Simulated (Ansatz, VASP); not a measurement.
# TiSb3P4 in VASP and in Ansatz

```
Ti Sb P
1.0
    -3.37110    3.37110    3.37110
     3.37110   -3.37110    3.37110
     3.37110    3.37110   -3.37110
Ti Sb P
1 3 4
Direct
  0.00000 0.00000 0.00000
  0.00000 0.50000 0.50000
  0.50000 0.00000 0.50000
  0.50000 0.50000 0.00000
  0.50000 0.50000 0.50000
  0.00000 0.00000 0.50000
  0.00000 0.50000 0.00000
  0.50000 0.00000 0.00000
```

Alike in both runs: task relaxation of cell and atoms; functional PBE; k mesh 8 × 8 × 8; occupations gaussian, width 0.1 eV; no spin polarisation.

```csv
,VASP,Ansatz
version,VASP 6.6.1,Ansatz 0.2.0
potentials or method,"VASP PAW PBE potentials, release 64 (Ti_sv, Sb, P)","scalar-relativistic, plane waves, PAW"
plane-wave cutoff (eV),600,420
valence electrons in the cell,47,77
```

Ansatz gave:

- gap on the k mesh at the Fermi level, each at its own relaxed structure (eV): none
- relaxed volume (Å³/atom): 19.17
- relaxed cell length with the largest relative difference (Å): 5.841

Problem. Estimate VASP's values.

Solution. gap on the k mesh at the Fermi level, each at its own relaxed structure (eV): none; relaxed volume (Å³/atom): 19.12; relaxed cell length with the largest relative difference (Å): 5.836.

A gap of «none» marks a metal or a gap that the smearing closes. The two sets of potentials don't hold the same shells in valence.

The runs have no spin-orbit coupling, so splittings on Sb are missing.
